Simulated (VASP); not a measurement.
Consider the following.

```yaml
crystal:
  lattice:
    - [2.92867, 0.00000, 0.00000]
    - [0.00000, 2.92867, 0.00000]
    - [0.00000, 0.00000, 2.92867]
  atoms:
    - { symbol: Ga, position: [0.50000, 0.50000, 0.50000] }
    - { symbol: Co, position: [0.00000, 0.00000, 0.00000] }
```

All values below come from PBEsol GGA, VASP's PBE PAW potentials (set 64) (plane waves; VASP 6.6.1). Settings: 300 eV cut-off, 11×11×11 Γ-centred mesh, Gaussian smearing of 0.20 eV, potentials Ga_d Co.

At this cut-off the stress carries a Pulay error, which pulls relaxed volumes low.

Q: Give the stress tensor in GPa (positive for a compressed cell).

A: 
```
-14.85    0.00    0.00
  0.00  -14.85    0.00
  0.00    0.00  -14.85
```
The pressure is its mean diagonal, -14.85 GPa.

The structure is a typed CoGa crystal (Pm-3m). The cell was not relaxed at this level. The run is not spin-polarised, so no magnetic state was tried.
